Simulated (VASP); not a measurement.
Consider the following.

```
CELL_PARAMETERS angstrom
      0.00000     2.71884     2.71884
      2.71884     0.00000     2.71884
      2.71884     2.71884     0.00000
ATOMIC_POSITIONS crystal
  Ce 0.00000 0.00000 0.00000
  O  0.25000 0.25000 0.25000
  O  0.75000 0.75000 0.75000
```

Calculation: PBE GGA with D3 dispersion (zero damping), VASP's PBE PAW potentials (set 64) (plane waves; VASP 6.6.1). Run with 520 eV cut-off, 7×7×7 Γ-centred mesh, Gaussian smearing of 0.050 eV, potentials Ce O.

Q: Predict the energy per atom (σ→0).

A: 
```json
{
  "energy per atom (σ→0)": "-8.917 eV/atom"
}
```

The absolute energy has meaning only against runs of the same code, potentials and settings.

The compound is CeO2 in the fluorite structure. It was relaxed first. The run is not spin-polarised, so no magnetic state was tried.
